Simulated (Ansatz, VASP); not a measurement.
## CSO: VASP beside Ansatz

```
O C S
1.0
     8.72414    0.00000    0.00000
     0.00000    8.72414    0.00000
     0.00000    0.00000    8.72414
O C S
8 8 8
Direct
  0.88018 0.88946 0.35157
  0.01556 0.47028 0.78337
  0.06360 0.54719 0.16691
  0.16545 0.01733 0.02289
  0.62569 0.23110 0.31155
  0.33433 0.80195 0.62116
  0.72642 0.71704 0.70477
  0.41680 0.42768 0.67176
  0.92486 0.95463 0.45985
  0.93291 0.38903 0.85060
  0.12642 0.45503 0.24113
  0.24100 0.95749 0.11580
  0.64890 0.36285 0.32344
  0.39412 0.90795 0.67673
  0.76320 0.76367 0.82520
  0.42034 0.48471 0.79304
  0.98408 0.04153 0.60519
  0.82244 0.27970 0.94074
  0.21107 0.33256 0.34117
  0.34144 0.87781 0.24139
  0.68162 0.53876 0.33862
  0.47446 0.05014 0.75059
  0.81218 0.82526 0.98619
  0.42694 0.55943 0.95656
```

Alike in both runs: functional PBE; dispersion D3(BJ); k mesh 1 × 1 × 1; occupations fermi-dirac, width 0.05 eV; no spin polarisation.

Ansatz relaxed the structure, and its values are those at the end. VASP's run is a single point on that final structure, the one shown.

|  | VASP | Ansatz |
| --- | --- | --- |
| version | VASP 6.6.1 | Ansatz 0.2.0 |
| potentials or method | VASP PAW PBE potentials, release 64 (O, C, S) | scalar-relativistic, plane waves, PAW |
| plane-wave cutoff (eV) | 520 | 420 |
| valence electrons in the cell | 128 | 128 |

|  | VASP | Ansatz | Ansatz less VASP |
| --- | --- | --- | --- |
| gap on the k mesh at the Fermi level (eV) | 4.89 | 4.88 | -0.006 |
| rms of the force components (eV/Å) | 0.389 | 0.049 | -0.3409 |
| dispersion energy (meV/atom) | -78.1 | -78.1 | -0.02 |

One of these differences is far larger than is usual between the two programs; its cause wasn't traced. Ansatz warned: «xc_potential_rough_in_thin_density».

Caveats: the standard files for N, O and F lose accuracy on very short bonds. Expect the measured gap to be larger: semilocal functionals such as PBE lack the derivative discontinuity.
